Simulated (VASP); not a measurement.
Calculation: PBE GGA, VASP's PBE PAW potentials (set 64) (plane waves; VASP).

Input for VASP

### INCAR
```
SYSTEM = C31OSi31
PREC = Normal
ENCUT = 400
EDIFF = 1E-5
NELM = 100
ALGO = Fast
LREAL = Auto
LASPH = .TRUE.
ISMEAR = 0
SIGMA = 0.05
GGA = PE
LWAVE = .TRUE.
LCHARG = .FALSE.
NELMIN = 4
ISYM = 0
IBRION = 2
ISIF = 2
NSW = 70
EDIFFG = -0.03
```

File POSCAR:
```
C31OSi31
1
    8.7583314357     0.0000000000     0.0000000000
    0.0000000000     8.7583314357    -0.0000000000
   -0.0000000000    -0.0000000000     8.7583314357
Si C O
31 31 1
Direct
  0.5042820000   0.0053730000   0.0042340000
  0.7492030000   0.2488800000   0.0002600000
  0.7529920000   0.0024350000   0.2513730000
  0.0000000000   0.0000000000   0.0000000000
  0.2450800000   0.2468440000  -0.0012200000
  0.4945960000   0.4982990000  -0.0013650000
  0.7500000000   0.7500000000   0.0000000000
  0.2533900000  -0.0053670000   0.2494890000
  0.7514570000   0.4967350000   0.2459970000
  0.5050420000   0.0050840000   0.4985640000
  0.7496660000   0.2443680000   0.4950450000
  0.7500000000   0.0000000000   0.7500000000
  0.0000000000   0.5000000000   0.0000000000
  0.2500000000   0.7500000000   0.0000000000
  0.0000000000   0.2500000000   0.2500000000
  0.2530210000   0.5035170000   0.2476910000
  0.5000000000   0.7500000000   0.2500000000
  0.0000000000   0.0000000000   0.5000000000
  0.2500070000   0.2495680000   0.4942750000
  0.5012080000   0.4996780000   0.4983840000
  0.7500000000   0.7500000000   0.5000000000
  0.2500000000   0.0000000000   0.7500000000
  0.5000000000   0.2500000000   0.7500000000
  0.7500000000   0.5000000000   0.7500000000
  0.0000000000   0.7500000000   0.2500000000
  0.0000000000   0.5000000000   0.5000000000
  0.2500000000   0.7500000000   0.5000000000
  0.0000000000   0.2500000000   0.7500000000
  0.2500000000   0.5000000000   0.7500000000
  0.5000000000   0.7500000000   0.7500000000
  0.0000000000   0.7500000000   0.7500000000
  0.6253540000   0.1219350000   0.1193970000
  0.8750000000   0.3750000000   0.1250000000
  0.8750000000   0.1250000000   0.3750000000
  0.1250000000   0.1250000000   0.1250000000
  0.3795430000   0.3732280000   0.1305590000
  0.6250000000   0.6250000000   0.1250000000
  0.8750000000   0.8750000000   0.1250000000
  0.3783280000   0.1306030000   0.3759630000
  0.8750000000   0.6250000000   0.3750000000
  0.6250000000   0.1250000000   0.6250000000
  0.8750000000   0.3750000000   0.6250000000
  0.8750000000   0.1250000000   0.8750000000
  0.1250000000   0.6250000000   0.1250000000
  0.3750000000   0.8750000000   0.1250000000
  0.1250000000   0.3750000000   0.3750000000
  0.3750000000   0.6250000000   0.3750000000
  0.6250000000   0.8750000000   0.3750000000
  0.1250000000   0.1250000000   0.6250000000
  0.3750000000   0.3750000000   0.6250000000
  0.6250000000   0.6250000000   0.6250000000
  0.8750000000   0.8750000000   0.6250000000
  0.3750000000   0.1250000000   0.8750000000
  0.6250000000   0.3750000000   0.8750000000
  0.8750000000   0.6250000000   0.8750000000
  0.1250000000   0.8750000000   0.3750000000
  0.1250000000   0.6250000000   0.6250000000
  0.3750000000   0.8750000000   0.6250000000
  0.1250000000   0.3750000000   0.8750000000
  0.3750000000   0.6250000000   0.8750000000
  0.6250000000   0.8750000000   0.8750000000
  0.1250000000   0.8750000000   0.8750000000
  0.6197120000   0.3743860000   0.3714240000
```

File KPOINTS:
```
Automatic mesh
0
Gamma
1 1 1
0 0 0
```

POTCAR, in this order: Si C O (PBE.64 set). Program: vasp_gam.

The supercell is sampled at Γ alone, which is coarse: total energies, pressure and levels can be off, energies of defects by several tenths of an eV.

### Question
What does the run give for the energy per atom (σ→0)?

### Answer

```yaml
energy per atom (σ→0): -7.403 eV/atom
```

OSZICAR:
```
...
  15 F= -.46642619E+03 E0= -.46639798E+03  d E =-.693060E-03
       N       E                     dE             d eps       ncg     rms          rms(c)
DAV:   1    -0.466426456722E+03   -0.26564E-03   -0.36362E-02   336   0.509E-01    0.935E-02
RMM:   2    -0.466428480296E+03   -0.20236E-02   -0.14865E-03   320   0.750E-02    0.596E-01
RMM:   3    -0.466426386770E+03    0.20935E-02   -0.42671E-04   322   0.391E-02    0.311E-02
RMM:   4    -0.466426440431E+03   -0.53662E-04   -0.10922E-04   306   0.204E-02    0.317E-02
RMM:   5    -0.466426449879E+03   -0.94481E-05   -0.28426E-05   216   0.984E-03
  16 F= -.46642645E+03 E0= -.46639825E+03  d E =-.258840E-03
```

The cell is a supercell with a defect, built from SiC (zinc blende): O_C-vac_Si. The run is not spin-polarised, so no state with unpaired spins was tried.
